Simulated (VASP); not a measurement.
Calculation: LDA (Ceperley-Alder, Perdew-Zunger), VASP's LDA PAW potentials (set 64) (plane waves; VASP).

VASP input:

INCAR:
```
SYSTEM = PbF2
PREC = Accurate
ENCUT = 400
EDIFF = 1E-6
NELM = 100
ALGO = Normal
LREAL = .FALSE.
LASPH = .TRUE.
ISMEAR = -1
SIGMA = 0.1
LMAXMIX = 4
LWAVE = .FALSE.
LCHARG = .FALSE.
ISIF = 2
```

**KPOINTS**
```
Automatic mesh
0
gamma
  5 5 5
```

**POSCAR**
```
PbF2
1
    1.7690560000     1.0213650000     5.3632860000
   -1.7690560000     1.0213650000     5.3632860000
    0.0000000000    -2.0427300000     5.3632860000
Pb F
1 2
Direct
 -0.0086000000   0.0071920000  -0.0007240000
  0.2528350000   0.2608240000   0.2514400000
  0.7557650000   0.7319830000   0.7492830000
```

POTCAR, in this order: Pb_d F (LDA.64 set). Program: vasp_std.

The resulting files:

File OUTCAR:
```
 ion  position               nearest neighbor table
   1  0.991  0.007  0.999-   3 2.36   2 2.38   2 2.40   2 2.40   3 2.42   3 2.46
   2  0.253  0.261  0.251-   1 2.38   1 2.40   1 2.40
   3  0.756  0.732  0.749-   1 2.36   1 2.42   1 2.46
  LATTYP: Found a trigonal (rhomboedric) cell.
 ALAT       =     5.7391273128
 COS(alpha) =     0.8099703079
 Subroutine PRICEL returns:
 Original cell was already a primitive cell.
 Subroutine GETGRP returns: Found  1 space group operations
The static configuration has the point symmetry C_1 .
The dynamic configuration has the point symmetry C_1 .
 Subroutine INISYM returns: Found  1 space group operations
 Subroutine IBZKPT returns following result:
 Found     63 irreducible k-points:

 Following reciprocal coordinates:
            Coordinates               Weight
  0.000000  0.000000  0.000000      1.000000
  0.200000  0.000000  0.000000      2.000000
  0.000000  0.200000  0.000000      2.000000
  0.000000  0.000000  0.200000      2.000000
  0.400000  0.000000  0.000000      2.000000
  0.000000  0.400000  0.000000      2.000000
  0.000000  0.000000  0.400000      2.000000
...
```

### OSZICAR
```
       N       E                     dE             d eps       ncg     rms          rms(c)
DAV:   1     0.271829076226E+03    0.27183E+03   -0.13066E+04  2294   0.142E+03
DAV:   2     0.716841562485E+01   -0.26466E+03   -0.25589E+03  2562   0.409E+02
DAV:   3    -0.161741320095E+02   -0.23343E+02   -0.23177E+02  2730   0.139E+02
DAV:   4    -0.168022840203E+02   -0.62815E+00   -0.62668E+00  2574   0.246E+01
DAV:   5    -0.168242977607E+02   -0.22014E-01   -0.22012E-01  2576   0.450E+00    0.722E+00
DAV:   6    -0.151408305217E+02    0.16835E+01   -0.91545E+00  3390   0.274E+01    0.277E+00
DAV:   7    -0.150916618236E+02    0.49169E-01   -0.37917E-01  2288   0.458E+00    0.150E+00
DAV:   8    -0.150549718277E+02    0.36690E-01   -0.11244E-01  2452   0.387E+00    0.426E-01
DAV:   9    -0.150529084104E+02    0.20634E-02   -0.12737E-02  2952   0.104E+00    0.976E-02
DAV:  10    -0.150531028761E+02   -0.19447E-03   -0.60190E-04  2334   0.215E-01    0.371E-02
DAV:  11    -0.150531122408E+02   -0.93646E-05   -0.59169E-05  2478   0.796E-02    0.763E-03
DAV:  12    -0.150531122073E+02    0.33483E-07   -0.42196E-06  2582   0.202E-02
   1 F= -.15053112E+02 E0= -.15053112E+02  d E =-.841710E-07
```

File OUTCAR:
```
------------------------ aborting loop because EDIFF is reached ----------------------------------------
  FORCE on cell =-STRESS in cart. coord.  units (eV):
  Direction    XX          YY          ZZ          XY          YZ          ZX
  --------------------------------------------------------------------------------------
  Total        0.6144862      0.4004504     -3.0228608     -0.2319312      0.1374818     -0.2919087
  in kB       16.9323769     11.0345493    -83.2959659     -6.3909432      3.7883568     -8.0436443
  external PRESSURE =     -18.4430132 kB  Pullay stress =       0.0000000 kB
  volume of cell :       58.14
      direct lattice vectors                 reciprocal lattice vectors
     1.769056000  1.021365000  5.363286000     0.282636615  0.163180319  0.062150952
    -1.769056000  1.021365000  5.363286000    -0.282636615  0.163180319  0.062150952
     0.000000000 -2.042730000  5.363286000     0.000000000 -0.326360638  0.062150952
 POSITION                                       TOTAL-FORCE (eV/Angst)
 -----------------------------------------------------------------------------------
      1.74112     -1.02132     10.71514         0.108692     -0.008426      0.116961
     -0.01413      0.01101      4.10344         0.066174     -0.052396     -0.010942
      0.04207     -0.01105     11.99784        -0.174866      0.060822     -0.106019
 -----------------------------------------------------------------------------------
    total drift:                                0.000108      0.000052      0.000714
  FREE ENERGIE OF THE ION-ELECTRON SYSTEM (eV)
  ---------------------------------------------------
  free  energy   TOTEN  =       -15.0531122073 eV

  energy  without entropy=      -15.0531121231  energy(sigma->0) =      -15.05311217
```
(Selected blocks of OUTCAR.)

At this cut-off the stress carries a Pulay error, which pulls relaxed volumes low.

The structure was generated: PbF2 was put into an ordered model structure, which need not be its known phase. The cell was not relaxed at this level, atoms are displaced from their ideal sites. The run is one of a series of settings (GGA removed, POTCAR Pb_d F (LDA.64 set) against the base run), some of them coarse on purpose.
